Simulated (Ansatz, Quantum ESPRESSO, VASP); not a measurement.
**Code comparison for LaS (Fm-3m, 2 atoms in the cell)**

Self-consistent single point.

```xyz
2
Lattice="0.0000 2.9416 2.9416 2.9416 0.0000 2.9416 2.9416 2.9416 0.0000" Properties=species:S:1:pos:R:3 pbc="T T T"
La     0.0000     0.0000     0.0000
S      2.9416     2.9416     2.9416
```

Shared settings, as Ansatz (an electronic-structure program) writes them: kpoints.mp_grid.grid = 7 7 7; magnetization.spin_orbit = true; scf.occupations.method = fermi_dirac; scf.occupations.width = 0.0073 Ry. Potentials and cutoffs stand in the table.

| code | model | pressure (GPa) | cutoff |
|---|---|---|---|
| Quantum ESPRESSO | PBEsol, spin-orbit coupling, PseudoDojo fully relativistic norm-conserving (PBESOL) pseudopotentials | -3.19 | 110 Ry |
| Ansatz | PBEsol with spin-orbit coupling, default PAW files made with PBE | -3.15 | default |
| VASP | PBEsol, spin-orbit coupling, VASP's PBE PAW potentials (set 64) | -3.47 | 300 eV |

The spread over the programs that give each value: pressure within 0.32 GPa.

Ansatz's pressure is given at a fixed set of plane waves, as the other plane-wave codes print theirs.

VASP's run is marked for a possible Pulay error in its stress at this cutoff; no cutoff test was made.

The starting cell comes from a database of computed structures (which also holds hypothetical and non-ambient phases and stackings), without a prior relaxation at this level.

Left out of this page: Elk, FLEUR and SIESTA (not drawn, or without a comparable value).

Keys are those of Ansatz 0.2.
